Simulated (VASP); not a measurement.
Level of theory: PBEsol GGA, VASP's PBE PAW potentials (set 64) (plane waves; VASP 6.6.1).

Input for VASP

### POSCAR
```
CsPbCl3
1
    4.9941922793     0.0000000000    -0.0000000000
    0.0000000000     4.9941922793     0.0000000000
   -0.0000000000    -0.0000000000     4.9941922793
Cs Pb Cl
1 1 3
Direct
  0.0000000000   0.0000000000   0.0000000000
  0.5000000000   0.5000000000   0.5000000000
  0.5000000000   0.0000000000   0.5000000000
  0.0000000000   0.5000000000   0.5000000000
  0.5000000000   0.5000000000   0.0000000000
```

### INCAR
```
ALGO=Normal
EDIFF=1E-6
EDIFFG=-0.02
ENCUT=500
GGA=PS
IBRION=2
ISIF=3
ISMEAR=1
LASPH=.TRUE.
LCHARG=.FALSE.
LMAXMIX=4
LREAL=.FALSE.
LWAVE=.FALSE.
NELM=100
NSW=40
PREC=Accurate
PSTRESS=300
SIGMA=0.1
SYSTEM=CsPbCl3
```

File KPOINTS:
```
Automatic mesh
0
G
6 6 6
```

POTCAR, in this order: Cs_sv Pb_d Cl (PBE.64 set). Program: vasp_std.

What VASP printed:

OSZICAR:
```
       N       E                     dE             d eps       ncg     rms          rms(c)
DAV:   1     0.451461679537E+03    0.45146E+03   -0.20301E+04  1040   0.162E+03
DAV:   2     0.378062443399E+02   -0.41366E+03   -0.40285E+03  1186   0.393E+02
DAV:   3    -0.143654851688E+02   -0.52172E+02   -0.51473E+02  1310   0.142E+02
DAV:   4    -0.163228501874E+02   -0.19574E+01   -0.19521E+01  1320   0.312E+01
DAV:   5    -0.163916120059E+02   -0.68762E-01   -0.68674E-01  1476   0.564E+00    0.130E+01
DAV:   6    -0.160130432363E+02    0.37857E+00   -0.84651E-01  1452   0.895E+00    0.785E+00
DAV:   7    -0.159957965317E+02    0.17247E-01   -0.57449E-01  1622   0.528E+00    0.146E+00
DAV:   8    -0.159897512894E+02    0.60452E-02   -0.11424E-01  1558   0.356E+00    0.402E-01
DAV:   9    -0.159896983497E+02    0.52940E-04   -0.88765E-03  1580   0.103E+00    0.630E-02
DAV:  10    -0.159898088120E+02   -0.11046E-03   -0.60248E-04  1446   0.180E-01    0.249E-02
DAV:  11    -0.159898408258E+02   -0.32014E-04   -0.75838E-05  1608   0.808E-02    0.233E-02
DAV:  12    -0.159898416613E+02   -0.83554E-06   -0.14059E-05  1378   0.246E-02    0.352E-03
DAV:  13    -0.159898419677E+02   -0.30633E-06   -0.11062E-06   958   0.882E-03
   1 F= 0.73343415E+01 E0= 0.73344562E+01  d E =0.733434E+01
       N       E                     dE             d eps       ncg     rms          rms(c)
DAV:   1    -0.285629483345E+02   -0.12573E+02   -0.45531E+02  1420   0.263E+02    0.358E+01
DAV:   2    -0.127784812698E+02    0.15784E+02   -0.37335E+01  1260   0.137E+02    0.924E+00
DAV:   3    -0.103961400482E+02    0.23823E+01   -0.98877E+00  1536   0.381E+01    0.524E+00
DAV:   4    -0.103165512511E+02    0.79589E-01   -0.52352E-01  1516   0.631E+00    0.219E+00
DAV:   5    -0.103173706118E+02   -0.81936E-03   -0.64473E-02  1370   0.327E+00    0.901E-01
DAV:   6    -0.103200585999E+02   -0.26880E-02   -0.62362E-03  1492   0.642E-01    0.284E-01
DAV:   7    -0.103202622072E+02   -0.20361E-03   -0.30211E-04  1646   0.186E-01    0.904E-02
DAV:   8    -0.103202513834E+02    0.10824E-04   -0.93278E-05  1466   0.949E-02    0.123E-02
DAV:   9    -0.103202509394E+02    0.44397E-06   -0.13233E-05  1442   0.391E-02    0.480E-03
DAV:  10    -0.103202504386E+02    0.50086E-06   -0.69989E-07   718   0.137E-02
   2 F= 0.81388415E+01 E0= 0.81394098E+01  d E =0.804500E+00
       N       E                     dE             d eps       ncg     rms          rms(c)
DAV:   1    -0.214613194843E+02   -0.11141E+02   -0.21884E+02  1284   0.244E+02    0.170E+01
DAV:   2    -0.157988754827E+02    0.56624E+01   -0.15228E+01  1344   0.487E+01    0.561E+00
DAV:   3    -0.145499239581E+02    0.12490E+01   -0.47859E+00  1470   0.292E+01    0.326E+00
DAV:   4    -0.145494338991E+02    0.49006E-03   -0.20599E-01  1570   0.349E+00    0.335E+00
DAV:   5    -0.145396306589E+02    0.98032E-02   -0.17124E-02  1352   0.244E+00    0.131E+00
DAV:   6    -0.145366000573E+02    0.30306E-02   -0.15358E-02  1470   0.102E+00    0.504E-01
DAV:   7    -0.145366510893E+02   -0.51032E-04   -0.11357E-03  1412   0.279E-01    0.481E-02
DAV:   8    -0.145366504850E+02    0.60424E-06   -0.77931E-05  1446   0.572E-02    0.926E-02
DAV:   9    -0.145366498709E+02    0.61419E-06   -0.13838E-05  1532   0.679E-02    0.292E-02
DAV:  10    -0.145366521258E+02   -0.22550E-05   -0.33806E-06  1164   0.140E-02    0.209E-02
DAV:  11    -0.145366528858E+02   -0.75998E-06   -0.12249E-06   790   0.160E-02
   3 F= 0.70021849E+01 E0= 0.70021868E+01  d E =-.332157E+00
       N       E                     dE             d eps       ncg     rms          rms(c)
DAV:   1    -0.144540577395E+02    0.82594E-01   -0.15315E-01  1352   0.566E+00    0.478E-01
DAV:   2    -0.144495729289E+02    0.44848E-02   -0.10139E-02  1402   0.158E+00    0.150E-01
DAV:   3    -0.144486996308E+02    0.87330E-03   -0.32493E-03  1450   0.848E-01    0.787E-02
DAV:   4    -0.144487006450E+02   -0.10142E-05   -0.11732E-04  1564   0.877E-02    0.619E-02
DAV:   5    -0.144487050958E+02   -0.44508E-05   -0.19023E-05  1314   0.597E-02    0.127E-02
DAV:   6    -0.144487075009E+02   -0.24050E-05   -0.30420E-06  1074   0.135E-02    0.229E-03
DAV:   7    -0.144487074436E+02    0.57288E-07   -0.33374E-07   596   0.510E-03
   4 F= 0.70012172E+01 E0= 0.70011997E+01  d E =-.333124E+00
```

### OUTCAR
```
------------------------ aborting loop because EDIFF is reached ----------------------------------------
  FORCE on cell =-STRESS in cart. coord.  units (eV):
  Direction    XX          YY          ZZ          XY          YZ          ZX
  --------------------------------------------------------------------------------------
  Total       21.4167979     21.4167979     21.4167979     -0.0000000      0.0000000     -0.0000000
  in kB      299.5366867    299.5366867    299.5366867     -0.0000000      0.0000000     -0.0000000
  external PRESSURE =      -0.4633133 kB  Pullay stress =     300.0000000 kB
  volume of cell :      114.56
      direct lattice vectors                 reciprocal lattice vectors
     4.856667441 -0.000000000 -0.000000000     0.205902507  0.000000000 -0.000000000
    -0.000000000  4.856667441 -0.000000000     0.000000000  0.205902507 -0.000000000
     0.000000000  0.000000000  4.856667441     0.000000000  0.000000000  0.205902507
 POSITION                                       TOTAL-FORCE (eV/Angst)
 -----------------------------------------------------------------------------------
      0.00000      0.00000      0.00000         0.000000      0.000000      0.000000
      2.42833      2.42833      2.42833        -0.000000      0.000000      0.000000
      2.42833     -0.00000      2.42833         0.000000      0.000000      0.000000
      0.00000      2.42833      2.42833        -0.000000      0.000000      0.000000
      2.42833      2.42833     -0.00000         0.000000      0.000000      0.000000
 -----------------------------------------------------------------------------------
    total drift:                                0.000000      0.000000      0.000000
  FREE ENERGIE OF THE ION-ELECTRON SYSTEM (eV)
  ---------------------------------------------------
  free  energy   TOTEN  =       -14.4487074436 eV

  energy  without entropy=      -14.4487599340  energy(sigma->0) =      -14.44872494
  enthalpy is  TOTEN    =         7.0012172185 eV   P V=       21.4499246620

 reached required accuracy - stopping structural energy minimisation
```
(Selected blocks of OUTCAR.)

File CONTCAR:
```
CsPbCl3
   1.00000000000000
     4.8566674408549080   -0.0000000000000000   -0.0000000000000000
    -0.0000000000000000    4.8566674408549080   -0.0000000000000000
     0.0000000000000000    0.0000000000000000    4.8566674408549080
  Cs              Pb              Cl
     1     1     3
Direct
     0.0000000000000000    0.0000000000000000    0.0000000000000000
     0.5000000000000000    0.5000000000000000    0.5000000000000000
     0.5000000000000000    0.0000000000000000    0.5000000000000000
     0.0000000000000000    0.5000000000000000    0.5000000000000000
     0.5000000000000000    0.5000000000000000    0.0000000000000000
```

Energy and stress use the plane-wave basis of the starting cell.

The compound is CsPbCl3 in the cubic perovskite structure, the ideal cubic form; the compound distorts at low or room temperature. This run relaxes it under an external pressure of 30 GPa. Symmetry was kept, so distortions that lower it aren't found.
